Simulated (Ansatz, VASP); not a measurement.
**Two plane-wave programs on Na2TlF**

```
Tl F Na
1.0
     1.91885    3.32355    0.00000
    -1.91885    3.32355    0.00000
     0.00000   -2.21570    6.81744
Tl F Na
1 1 2
Cartesian
  0.0000 2.2157 3.4087
  0.0000 0.0000 0.0000
  0.0000 0.0000 5.3667
  0.0000 4.4314 1.4508
```

The cell was built by a generator and needn't be a form met in nature.

Alike in both runs: task single point; functional PBE; k mesh 6 × 6 × 6; no spin polarisation.

```csv
,VASP,Ansatz
version,VASP 6.6.1,Ansatz 0.2.0
potentials or method,"VASP PAW PBE potentials, release 64 (Tl_d, F, Na_pv)",PAW plane waves
plane-wave cutoff (eV),520,420
occupations,"methfessel-paxton of order 1, width 0.0714 eV","cold, width 0.0714 eV"
valence electrons in the cell,34,38
```

|  | VASP | Ansatz | Ansatz less VASP |
| --- | --- | --- | --- |
| gap on the k mesh at the Fermi level (eV) | none | none | - |
| pressure (GPa) | 1.3 | 1.3 | +0.08 |
| largest component of the traceless stress (GPa) | 3.97 | 3.95 | -0.021 |
| rms of the force components (eV/Å) | 0.538 | 0.538 | -0.0007 |

Atom by atom the forces differ by 0.001 eV/Å (rms over components). A gap of «none» marks a metal or a gap that the smearing closes. The two sets of potentials don't hold the same shells in valence. Ansatz warned: «structure_snapped_to_symmetry».

Caveats: forces of over 1 eV/Å show positions far from the minimum, so gaps and moduli don't describe the material at rest. Spin-orbit coupling is left out, which matters for the levels of Tl.
